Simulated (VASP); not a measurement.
Given:

```
TiO2
1.0
   -1.84778     1.84778     4.70079
    1.84778    -1.84778     4.70079
    1.84778     1.84778    -4.70079
Ti O
2 4
Cartesian
  0.00000   1.84778   2.35039
  0.00000   0.00000   0.00000
  0.00000   1.84778   0.40485
  0.00000   0.00000   7.45603
  0.00000   0.00000   1.94554
  0.00000   1.84778   4.29594
```

The numbers are results of AM05 GGA, VASP's PBE PAW potentials (set 64) (plane waves; VASP 6.6.1), not measurements. Run with 520 eV cut-off, 8×8×8 Γ-centred mesh, Gaussian smearing of 0.050 eV, potentials Ti_sv O.

### Question
The ions and cell shape at fixed volume are relaxed. What does this cell relax into?

### Answer

```
TiO2
1.0
   -1.87152     1.87152     4.58229
    1.87152    -1.87152     4.58229
    1.87152     1.87152    -4.58229
Ti O
2 4
Direct
  0.75000   0.25000   0.50000
  0.00000   0.00000   0.00000
  0.53707   0.03707   0.50000
  0.78707   0.78707   0.00000
  0.21293   0.21293   0.00000
  0.96293   0.46293   0.50000
```
Space group I4_1/amd (141), at a tolerance of 0.03 Å.

### Question
How much energy does the relaxation gain?

### Answer
The energy (σ→0) changes by -6.3 meV/atom, in 9 ionic steps.

The compound is TiO2 in the anatase structure, one of several forms; rutile is the usual stable one. This cell is one point of a volume scan, at 0.94 of the reference volume. Symmetry was kept, so distortions that lower it aren't found.
